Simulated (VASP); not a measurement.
# MnS (Rambergite): structure and properties in VASP, part 3 of 8

What structure does MnS (Rambergite) take at this level, and what are its properties? The start is a cell from a database of measured crystal structures.

VASP 6.6.1, plane waves and PAW; the level of theory is named at each step.

So far, gap on the k-mesh (eV): step 2 (magnetic order: ferromagnetic) 0.747; step 3 (magnetic order: antiferromagnetic within the cell) 1.63.

The database entry behind the starting cell differs from later determinations by our own check (about 0.3 % short against later determinations), so it need not match the best structure at ambient conditions.

**5. Magnetic order: antiferromagnetic, q = (1/2, 1/2, 1/2)**

Level of this step: r2SCAN, spin-polarised from an antiferromagnetic start; plane waves and PAW (Mn_pv, S) (VASP).

Next, a pattern with opposite moments, which needs a doubled cell; q is given in the reciprocal vectors of the primitive cell.

The input, INCAR:

```
SYSTEM = MnS
PREC = Accurate
ENCUT = 400
EDIFF = 1E-06
NELM = 100
ISMEAR = 0
SIGMA = 0.05
LREAL = .FALSE.
ALGO = Normal
METAGGA = R2SCAN
LASPH = .TRUE.
NBANDS = 51
ISPIN = 2
MAGMOM = 4 -4 4 -4 0 0 0 0
LMAXMIX = 4
LORBIT = 11
LWAVE = .FALSE.
LCHARG = .FALSE.
KPAR = 8
ISIF = 2
```

The input, POSCAR:

```
MnS
1.0
    7.9520000000      0.0000000000      0.0000000000
    1.9880000000      3.4433170054      0.0000000000
    3.9760000000      0.0000000000      6.4320000000
Mn S
4 4
Direct
    0.8333333333      0.6666666667      0.0000000000
    0.3333333333      0.6666666667      0.0000000000
    0.9166666667      0.3333333333      0.5000000000
    0.4166666667      0.3333333333      0.5000000000
    0.6408333333      0.6666666667      0.3850000000
    0.1408333333      0.6666666667      0.3850000000
    0.7241666667      0.3333333333      0.8850000000
    0.2241666667      0.3333333333      0.8850000000
```

The input, KPOINTS:

```
Automatic mesh
0
Gamma
7 7 7
0 0 0
```

PAW data sets: Mn_pv and S (PBE family, release 64).

On the command line:

```console
$ mpirun -np 8 vasp_std
```

Log:

```text
[... set-up lines as in an earlier step ...]
 entering main loop
       N       E                     dE             d eps       ncg     rms          rms(c)
DAV:   1     0.699548890982E+03    0.69955E+03   -0.37254E+04 23688   0.132E+03
DAV:   2    -0.402219636195E+02   -0.73977E+03   -0.70670E+03 21111   0.402E+02
DAV:   3    -0.115200436801E+03   -0.74978E+02   -0.73147E+02 26012   0.129E+02
DAV:   4    -0.118207641670E+03   -0.30072E+01   -0.29920E+01 24954   0.242E+01
DAV:   5    -0.118269156414E+03   -0.61515E-01   -0.61470E-01 24722   0.420E+00    0.215E+01
DAV:   6    -0.996770885047E+02    0.18592E+02   -0.67501E+01 25656   0.598E+01    0.276E+01
DAV:   7    -0.100247564942E+03   -0.57048E+00   -0.52620E+00 22072   0.163E+01    0.158E+01
DAV:   8    -0.100131896304E+03    0.11567E+00   -0.81688E-01 25172   0.847E+00    0.931E+00
DAV:   9    -0.100159354416E+03   -0.27458E-01   -0.44399E-01 24202   0.435E+00    0.164E+00
DAV:  10    -0.100153641106E+03    0.57133E-02   -0.95445E-02 24456   0.284E+00    0.579E-01
DAV:  11    -0.100157207710E+03   -0.35666E-02   -0.11683E-02 24272   0.487E-01    0.267E-01
DAV:  12    -0.100158011657E+03   -0.80395E-03   -0.16406E-03 22651   0.286E-01    0.134E-01
DAV:  13    -0.100158388074E+03   -0.37642E-03   -0.58293E-04 21728   0.122E-01    0.121E-01
DAV:  14    -0.100158407880E+03   -0.19806E-04   -0.14929E-05 23277   0.212E-02    0.855E-02
DAV:  15    -0.100158440311E+03   -0.32431E-04   -0.75205E-05 22919   0.539E-02    0.196E-02
DAV:  16    -0.100158437993E+03    0.23185E-05   -0.89804E-06 20026   0.188E-02    0.928E-03
DAV:  17    -0.100158434624E+03    0.33686E-05   -0.51684E-07 12042   0.409E-03    0.235E-03
DAV:  18    -0.100158432374E+03    0.22499E-05   -0.86532E-08 11559   0.173E-03    0.137E-03
DAV:  19    -0.100158430979E+03    0.13955E-05   -0.68210E-08 11418   0.179E-03    0.642E-04
DAV:  20    -0.100158430372E+03    0.60680E-06   -0.11684E-08 11292   0.733E-04
   1 F= -.10015843E+03 E0= -.10015843E+03  d E =-.718701E-14  mag=    -0.0000
```

Wall time 11 min (8 MPI ranks of AMD EPYC 9R45, shared host); peak memory 7.2 GiB.

From OUTCAR (step 5):

```text
   k-points           NKPTS =    100   k-points in BZ     NKDIM =    100   number of bands    NBANDS=     51

   ENCUT  =  400.0 eV  29.40 Ry    5.42 a.u.  12.97  6.48 12.33*2*pi/ulx,y,z

   NELECT =      76.0000    total number of electrons

 E-fermi :   3.7199

 spin component 1
 k-point     1 :       0.0000    0.0000    0.0000
  band No.  band energies     occupation
    ...
     34       2.6554      1.00000
     35       2.8564      1.00000
     36       2.9010      1.00000
     37       3.4083      1.00000
     38       3.4560      1.00000
     39       5.8972      0.00000
     40       6.0285      0.00000
     41       6.1358      0.00000
     42       6.2506      0.00000
     43       6.4501      0.00000
    ...

 k-point     2 :       0.1429   -0.0000    0.0000
  band No.  band energies     occupation
    ...
     34       2.5627      1.00000
     35       2.7788      1.00000
     36       2.8861      1.00000
     37       3.4212      1.00000
     38       3.4450      1.00000
     39       5.9724      0.00000
     40       6.0835      0.00000
     41       6.1438      0.00000
     42       6.3064      0.00000
     43       6.4549      0.00000
    ...

  Total       -1.7521557     -0.9322364     -2.6132225      0.7100710     -0.2653569      0.4596907
  in kB      -15.9398368     -8.4808076    -23.7731956      6.4597087     -2.4140241      4.1819311
  external PRESSURE =     -16.0646133 kB  Pullay stress =       0.0000000 kB

 POSITION                                       TOTAL-FORCE (eV/Angst)
 -----------------------------------------------------------------------------------
      7.95200      2.29554      0.00000         0.171584     -0.099064      0.235212
      3.97600      2.29554      0.00000         0.171584     -0.099064      0.235212
      9.94000      1.14777      3.21600        -0.016246      0.009380      0.145558
      5.96400      1.14777      3.21600        -0.016246      0.009380      0.145558
      7.95200      2.29554      2.47632         0.018664     -0.010776     -0.207946
      3.97600      2.29554      2.47632         0.018664     -0.010776     -0.207946
      9.94000      1.14777      5.69232        -0.174001      0.100460     -0.172823
      5.96400      1.14777      5.69232        -0.174001      0.100460     -0.172823
 -----------------------------------------------------------------------------------
    total drift:                               -0.038528      0.023933     -0.000195

  FREE ENERGIE OF THE ION-ELECTRON SYSTEM (eV)
  ---------------------------------------------------
  free  energy   TOTEN  =      -100.1584303717 eV

  energy  without entropy=     -100.1584303717  energy(sigma->0) =     -100.15843037

 magnetization (x)
# of ion       s       p       d       tot
------------------------------------------
    1        0.031   0.046   4.261   4.338
    2       -0.031  -0.046  -4.261  -4.338
    3        0.031   0.046   4.262   4.340
    4       -0.031  -0.046  -4.262  -4.340
    5        0.000  -0.000   0.000   0.000
    6       -0.000   0.000   0.000  -0.000
    7        0.006   0.025   0.000   0.030
    8       -0.006  -0.025   0.000  -0.030
--------------------------------------------------
tot          0.000   0.000   0.000   0.000

[... 15 further parts left out ...]
```

Numbers from this step:

```yaml
irreducible_k_points: 100
symmetry_operations: 2
free_energy_toten: -100.1584 eV
fermi_energy: 3.720 eV
pressure: -1.606 GPa
valence_top_at_k: 0.4286, 0, 0
conduction_bottom_at_k: 0, -0.4286, 0.4286
least_direct_gap_at_k: -0.1429, 0, -0.2857
gap_on_the_k_mesh: 2.17 eV
least_direct_gap_on_the_k_mesh: 2.419 eV
```

Spin moment in the PAW sphere by atom:

```
atom  spin moment in the PAW sphere (μB)
 Mn1                                4.34
 Mn2                               -4.34
 Mn3                                4.34
 Mn4                               -4.34
  S5                                0.00
  S6                                0.00
  S7                                0.03
  S8                               -0.03
```

Force by atom:

```csv
atom,x (eV/Å),y (eV/Å),z (eV/Å),size
Mn1,0.172,-0.099,0.235,0.308
Mn2,0.172,-0.099,0.235,0.308
Mn3,-0.016,0.009,0.146,0.147
Mn4,-0.016,0.009,0.146,0.147
S5,0.019,-0.011,-0.208,0.209
S6,0.019,-0.011,-0.208,0.209
S7,-0.174,0.100,-0.173,0.265
S8,-0.174,0.100,-0.173,0.265
```

The energy lies -76.9 meV an atom from the first pattern. The run ends antiferromagnetic with a largest moment of 4.34 μB, and the mesh shows a gap of 2.17 eV.

**6. Magnetic order: antiferromagnetic, q = (1/2, 1/2, 0)**

Next, a pattern with opposite moments, which needs a doubled cell; q is given in the reciprocal vectors of the primitive cell.

INCAR is that of step 5.

The input, POSCAR:

```
MnS
1.0
    7.9520000000      0.0000000000      0.0000000000
    1.9880000000      3.4433170054      0.0000000000
    0.0000000000      0.0000000000      6.4320000000
Mn S
4 4
Direct
    0.8333333333      0.6666666667      0.0000000000
    0.3333333333      0.6666666667      0.0000000000
    0.1666666667      0.3333333333      0.5000000000
    0.6666666667      0.3333333333      0.5000000000
    0.8333333333      0.6666666667      0.3850000000
    0.3333333333      0.6666666667      0.3850000000
    0.1666666667      0.3333333333      0.8850000000
    0.6666666667      0.3333333333      0.8850000000
```

The input, KPOINTS:

```
Automatic mesh
0
Gamma
7 7 4
0 0 0
```

On the command line:

```console
$ mpirun -np 8 vasp_std
```

Log:

```text
[... set-up lines as in an earlier step ...]
 entering main loop
       N       E                     dE             d eps       ncg     rms          rms(c)
DAV:   1     0.700608747140E+03    0.70061E+03   -0.37026E+04 11392   0.131E+03
DAV:   2    -0.396798167695E+02   -0.74029E+03   -0.70728E+03 10094   0.402E+02
DAV:   3    -0.115238411649E+03   -0.75559E+02   -0.73772E+02 12509   0.129E+02
DAV:   4    -0.118314997283E+03   -0.30766E+01   -0.30627E+01 11933   0.243E+01
DAV:   5    -0.118378288783E+03   -0.63292E-01   -0.63252E-01 11893   0.421E+00    0.214E+01
DAV:   6    -0.997799882851E+02    0.18598E+02   -0.68361E+01 12208   0.601E+01    0.277E+01
DAV:   7    -0.100332579086E+03   -0.55259E+00   -0.52530E+00 10654   0.162E+01    0.158E+01
DAV:   8    -0.100199116957E+03    0.13346E+00   -0.84778E-01 12057   0.874E+00    0.938E+00
DAV:   9    -0.100223233690E+03   -0.24117E-01   -0.45870E-01 11598   0.449E+00    0.171E+00
DAV:  10    -0.100216569786E+03    0.66639E-02   -0.95652E-02 11651   0.282E+00    0.590E-01
DAV:  11    -0.100219883706E+03   -0.33139E-02   -0.11441E-02 11744   0.485E-01    0.272E-01
DAV:  12    -0.100220638372E+03   -0.75467E-03   -0.15188E-03 11131   0.293E-01    0.136E-01
DAV:  13    -0.100221011746E+03   -0.37337E-03   -0.62887E-04 10407   0.134E-01    0.116E-01
DAV:  14    -0.100221023341E+03   -0.11595E-04   -0.17518E-05 10956   0.235E-02    0.852E-02
DAV:  15    -0.100221043203E+03   -0.19862E-04   -0.10070E-04 11609   0.573E-02    0.253E-02
DAV:  16    -0.100221035251E+03    0.79521E-05   -0.10816E-05  9563   0.226E-02    0.979E-03
DAV:  17    -0.100221034321E+03    0.93078E-06   -0.11171E-06  5691   0.443E-03
   1 F= -.10022103E+03 E0= -.10022103E+03  d E =-.124328E-16  mag=    -0.0000
```

Wall time 3.9 min (8 MPI ranks); peak memory 4.4 GiB; 29 min of CPU time.

OUTCAR, selected parts (step 6):

```text
   k-points           NKPTS =     48   k-points in BZ     NKDIM =     48   number of bands    NBANDS=     51

   ENCUT  =  400.0 eV  29.40 Ry    5.42 a.u.  12.97  6.48 10.49*2*pi/ulx,y,z

   NELECT =      76.0000    total number of electrons

 E-fermi :   3.5348

 spin component 1
 k-point     1 :       0.0000    0.0000    0.0000
  band No.  band energies     occupation
    ...
     34       2.5616      1.00000
     35       2.8287      1.00000
     36       2.8989      1.00000
     37       3.1539      1.00000
     38       3.1646      1.00000
     39       5.7112      0.00000
     40       6.1327      0.00000
     41       6.2141      0.00000
     42       6.3364      0.00000
     43       6.3839      0.00000
    ...

 k-point     2 :       0.1429    0.0000    0.0000
  band No.  band energies     occupation
    ...
     34       2.5036      1.00000
     35       2.8027      1.00000
     36       2.9015      1.00000
     37       3.1009      1.00000
     38       3.2091      1.00000
     39       5.7429      0.00000
     40       6.2102      0.00000
     41       6.2119      0.00000
     42       6.3384      0.00000
     43       6.4189      0.00000
    ...

  Total       -1.8163134     -1.3768963     -3.0547634      0.3805464      0.0000000      0.0000000
  in kB      -16.5234962    -12.5259994    -27.7900123      3.4619338      0.0000000      0.0000000
  external PRESSURE =     -18.9465026 kB  Pullay stress =       0.0000000 kB

 POSITION                                       TOTAL-FORCE (eV/Angst)
 -----------------------------------------------------------------------------------
      7.95200      2.29554      0.00000         0.020312     -0.011727      0.244638
      3.97600      2.29554      0.00000         0.020312     -0.011727      0.244638
      1.98800      1.14777      3.21600        -0.020312      0.011727      0.244638
      5.96400      1.14777      3.21600        -0.020312      0.011727      0.244638
      7.95200      2.29554      2.47632         0.047858     -0.027631     -0.244638
      3.97600      2.29554      2.47632         0.047858     -0.027631     -0.244638
      1.98800      1.14777      5.69232        -0.047858      0.027631     -0.244638
      5.96400      1.14777      5.69232        -0.047858      0.027631     -0.244638
 -----------------------------------------------------------------------------------
    total drift:                               -0.000001      0.000000      0.028374

  FREE ENERGIE OF THE ION-ELECTRON SYSTEM (eV)
  ---------------------------------------------------
  free  energy   TOTEN  =      -100.2210343206 eV

  energy  without entropy=     -100.2210343206  energy(sigma->0) =     -100.22103432

 magnetization (x)
# of ion       s       p       d       tot
------------------------------------------
    1        0.029   0.044   4.252   4.326
    2       -0.029  -0.044  -4.252  -4.326
    3        0.029   0.044   4.252   4.326
    4       -0.029  -0.044  -4.252  -4.326
    5        0.000   0.000   0.000   0.000
    6       -0.000  -0.000   0.000  -0.000
    7        0.000   0.000   0.000   0.000
    8       -0.000  -0.000   0.000  -0.000
--------------------------------------------------
tot          0.000   0.000   0.000   0.000

[... 2 parts as in an earlier step ...]

[... 13 further parts left out ...]
```

This step gave:

- SCF cycles: 17
- irreducible k-points: 48
- symmetry operations: 4
- free energy (TOTEN): -100.2210 eV
- Fermi energy: 3.535 eV
- pressure: -1.895 GPa
- conduction bottom at k: 0, 0.4286, 0
- least direct gap at k: 0.1429, 0, 0
- gap on the k-mesh: 2.437 eV
- least direct gap on the k-mesh: 2.534 eV

Spin moment in the PAW sphere by atom:

```
atom  spin moment in the PAW sphere (μB)
 Mn1                                4.33
 Mn2                               -4.33
 Mn3                                4.33
 Mn4                               -4.33
  S5                                0.00
  S6                                0.00
  S7                                0.00
  S8                                0.00
```

Force by atom:

| atom | x (eV/Å) | y (eV/Å) | z (eV/Å) | size |
| --- | --- | --- | --- | --- |
| Mn1 | 0.020 | -0.012 | 0.245 | 0.246 |
| Mn2 | 0.020 | -0.012 | 0.245 | 0.246 |
| Mn3 | -0.020 | 0.012 | 0.245 | 0.246 |
| Mn4 | -0.020 | 0.012 | 0.245 | 0.246 |
| S5 | 0.048 | -0.028 | -0.245 | 0.251 |
| S6 | 0.048 | -0.028 | -0.245 | 0.251 |
| S7 | -0.048 | 0.028 | -0.245 | 0.251 |
| S8 | -0.048 | 0.028 | -0.245 | 0.251 |

The energy lies -84.7 meV an atom from the first pattern. The run ends antiferromagnetic with a largest moment of 4.33 μB, and the mesh shows a gap of 2.44 eV.

**7. The orders side by side**

This step: collinear orders at r2SCAN; plane waves and PAW (VASP 6.6.1).

Derived from the runs above.

Patterns, by row:

| start | atoms | energy less that of the first (meV/atom) | largest site moment (μB) | end state |
| --- | --- | --- | --- | --- |
| ferromagnetic | 4 | 0 | 4.47 | ferromagnetic |
| antiferromagnetic within the cell | 4 | -52.7 | 4.38 | antiferromagnetic |
| antiferromagnetic, q = (0, 0, 1/2) | 8 | -30 | 4.41 | antiferromagnetic |
| antiferromagnetic, q = (1/2, 1/2, 1/2) | 8 | -76.9 | 4.34 | antiferromagnetic |
| antiferromagnetic, q = (1/2, 1/2, 0) | 8 | -84.7 | 4.33 | antiferromagnetic |

The session goes on in the lowest magnetic state found: antiferromagnetic, q = (1/2, 1/2, 0). The next one lies 7.8 meV an atom higher.

(Continued in part 4 of 8.)

[Lines on the potential files, build, host, timing and source positions are cut from VASP's logs without a mark.]

[Logs are printed without paths, hosts, clocks, repeated set-up lines and the standing remarks that a program may print on its own settings, such as how far it seeks lower states.]

[Hosts, paths, dates, database ids (printed as entryN), source tags and the programs' standing remarks are cut or masked in the printed files.]

[A measured line is paired with the nearest computed mode of its activity, which favours agreement.]

[In band tables of VASP the shares of atoms and orbitals are scaled to a sum of 1 inside the atoms' spheres.]
